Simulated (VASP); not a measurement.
OSZICAR of a VASP run on Ru (relaxed from the simple-cubic structure, space group Cmmm):

File OSZICAR:
```
       N       E                     dE             d eps       ncg     rms          rms(c)
DAV:   1     0.839414805568E+02    0.83941E+02   -0.85817E+03 10081   0.128E+03
DAV:   2    -0.277870890160E+02   -0.11173E+03   -0.10694E+03 10495   0.349E+02
DAV:   3    -0.292915414873E+02   -0.15045E+01   -0.14819E+01 11558   0.449E+01
DAV:   4    -0.292971238869E+02   -0.55824E-02   -0.55789E-02 11036   0.300E+00
DAV:   5    -0.292971563683E+02   -0.32481E-04   -0.32484E-04 11357   0.231E-01    0.137E+01
DAV:   6    -0.240215711688E+02    0.52756E+01   -0.59061E+00 10251   0.314E+01    0.162E+00
DAV:   7    -0.242687143439E+02   -0.24714E+00   -0.48956E-01 10164   0.814E+00    0.196E+00
DAV:   8    -0.242428152721E+02    0.25899E-01   -0.96837E-02 10401   0.297E+00    0.597E-01
DAV:   9    -0.242577221444E+02   -0.14907E-01   -0.20557E-02 10299   0.129E+00    0.113E-01
DAV:  10    -0.242586204872E+02   -0.89834E-03   -0.19051E-03 10467   0.389E-01    0.102E-01
DAV:  11    -0.242586981648E+02   -0.77678E-04   -0.37694E-04 10332   0.211E-01    0.204E-02
DAV:  12    -0.242586909193E+02    0.72455E-05   -0.77446E-05 10209   0.916E-02    0.243E-02
DAV:  13    -0.242586892265E+02    0.16928E-05   -0.20774E-05 10215   0.574E-02    0.766E-03
DAV:  14    -0.242587038501E+02   -0.14624E-04   -0.81407E-06 10413   0.218E-02    0.160E-03
DAV:  15    -0.242587060291E+02   -0.21790E-05   -0.23272E-06 10533   0.113E-02    0.630E-04
DAV:  16    -0.242587062642E+02   -0.23510E-06   -0.19250E-07 10113   0.494E-03    0.331E-04
DAV:  17    -0.242587062953E+02   -0.31105E-07   -0.64962E-08  5585   0.269E-03
   1 F= -.24258706E+02 E0= -.24258656E+02  d E =-.152358E-03
```

### Question
Which electronic solver shows in the log?

### Answer
It is blocked Davidson (ALGO = Normal, or the opening steps of other solvers). The INCAR had ALGO = Normal.

### Question
Can the final energy be trusted as converged?

### Answer
Self-consistency was reached. It stopped with EDIFF = 1E-7, NELM = 100 (r2SCAN meta-GGA, plane waves, VASP's PBE PAW potentials (set 64)).

The structure was generated: Ru was put into the simple-cubic type (Pm-3m), which need not be its known phase. This cell was strained or had an atom moved on purpose.
